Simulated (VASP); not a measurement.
Input:

```yaml
crystal:
  lattice:
    - [3.42231, 0.00000, 0.00000]
    - [-1.71116, 2.96381, 0.00000]
    - [0.00000, 0.00000, 13.02413]
  atoms:
    - { symbol: Ta, position: [0.33333, 0.66667, 0.25000] }
    - { symbol: Ta, position: [0.66667, 0.33333, 0.75000] }
    - { symbol: Se, position: [0.33333, 0.66667, 0.87817] }
    - { symbol: Se, position: [0.66667, 0.33333, 0.12183] }
    - { symbol: Se, position: [0.66667, 0.33333, 0.37817] }
    - { symbol: Se, position: [0.33333, 0.66667, 0.62183] }
```

Calculation: PBEsol GGA, VASP's PBE PAW potentials (set 64) (plane waves; VASP). Numerical set-up: 400 eV cut-off, 12×12×3 Γ-centred mesh, tetrahedra with Blöchl corrections, potentials Ta_pv Se.

The cores are frozen, which limits the accuracy of field gradients. Without a dispersion term in the relaxation, distances and binding between the weakly bound layers, chains or molecules are unreliable, and so is what depends on them.

Problem. Give the principal components of the electric field gradient (V/Å²) and the asymmetry η at each nucleus.

Solution. 
```json
[
 {"atom": "Ta1", "Vxx": "79.7", "Vyy": "79.7", "Vzz": "-159.4", "η": "0.00"},
 {"atom": "Ta2", "Vxx": "79.7", "Vyy": "79.7", "Vzz": "-159.4", "η": "0.00"},
 {"atom": "Se3", "Vxx": "30.0", "Vyy": "30.0", "Vzz": "-60.0", "η": "0.00"},
 {"atom": "Se4", "Vxx": "30.0", "Vyy": "30.0", "Vzz": "-60.0", "η": "0.00"},
 {"atom": "Se5", "Vxx": "30.0", "Vyy": "30.0", "Vzz": "-60.0", "η": "0.00"},
 {"atom": "Se6", "Vxx": "30.0", "Vyy": "30.0", "Vzz": "-60.0", "η": "0.00"}
]
```

The structure comes from a computed database's TaSe2 entry (P6_3/mmc); how it stands against other phases isn't given here. It was relaxed first, which changed the volume by -6 %.
